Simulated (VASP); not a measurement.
```yaml
crystal:
  lattice:
    - [2.88389, 0.00000, 0.00000]
    - [0.00000, 2.88389, 0.00000]
    - [0.00000, 0.00000, 2.88389]
  atoms:
    - { symbol: Ga, position: [0.50000, 0.50000, 0.50000] }
    - { symbol: Co, position: [0.00000, 0.00000, 0.00000] }
```

Computed with PW91 GGA, VASP's PBE PAW potentials (set 64) (plane waves; VASP). Run with 520 eV cut-off, 13×13×13 Γ-centred mesh, first-order Methfessel-Paxton smearing of 0.10 eV, potentials Ga_d Co.

### Question
Give the energy at these volumes per atom, relative to the lowest: 11.27, 11.63, 11.99, 12.35, 12.71 Å³.

### Answer
26.8, 6.3, 0.0, 5.6, 21.2 meV/atom. A third-order Birch-Murnaghan fit gives B0 = 176 GPa and B0′ = 4.8.

The compound is CoGa in the CsCl type structure. It was relaxed first. The run is not spin-polarised, so no magnetic state was tried.
